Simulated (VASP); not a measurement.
A VASP calculation is set up with these files.

**KPOINTS**
```
Automatic mesh
0
gamma
  7 7 7
0 0 0
```

**POSCAR**
```
TlF
1.0
  0.0000000000   2.8026921872   2.8026921872
  2.8026921872   0.0000000000   2.8026921872
  2.8026921872   2.8026921872   0.0000000000
Tl F
1 1
Cartesian
  0.0000000000   0.0000000000   0.0000000000
  1.4013460936   1.4013460936   1.4013460936
```

### INCAR
```
! general
SYSTEM  = TlF
PREC    = Accurate
ENCUT   = 520
LREAL   = .False.
LASPH   = .True.

! electronic loop
EDIFF   = 1E-6
NELM    = 100
ALGO    = Normal
LMAXMIX = 4
LMIXTAU = .True.

! smearing
ISMEAR  = 0
SIGMA   = 0.05

! functional
METAGGA = R2SCAN

! ions
IBRION  = 2
NSW     = 60
ISIF    = 3
EDIFFG  = -0.01

! output
LWAVE   = .False.
LCHARG  = .False.
```

POTCAR, in this order: Tl_d F (PBE.64 set). Program: vasp_std.

Question: Write an equivalent input for Ansatz.

Answer: One equivalent input (not run):
Ansatz 0.2 input:
```yaml
crystal:
  lattice:
    - [0.0000000, 2.8026922, 2.8026922]
    - [2.8026922, 0.0000000, 2.8026922]
    - [2.8026922, 2.8026922, 0.0000000]
  atoms:
    - { symbol: Tl, position: [0.0000000, 0.0000000, 0.0000000] }
    - { symbol: F, position: [0.2500000, 0.2500000, 0.2500000] }
kpoints:
  mp_grid: { grid: [7, 7, 7] }
hamiltonian:
  xc: r2scan
  pseudopotentials: { kind: paw }
scf:
  occupations: { method: gaussian, width: 0.05 }
  max_iter: 100
relax:
  max_steps: 60
  f_tol: 0.01
  cell: {}
output: { forces: true, stress: true, eigenvalues: true }
```
What does not carry over: each code has its own PAW files, so the cut-off isn't converted (ENCUT is set for VASP's; basis.ecutwfc is left out, and Ansatz then takes the one that its files recommend); Ansatz stops its SCF on the density residual and VASP on the energy change (EDIFF).

The structure was generated: TlF was put into the zinc blende type (F-43m), which need not be its known phase. This run relaxes it. Symmetry was kept, so distortions that lower it aren't found. The start is the result of an earlier pass.
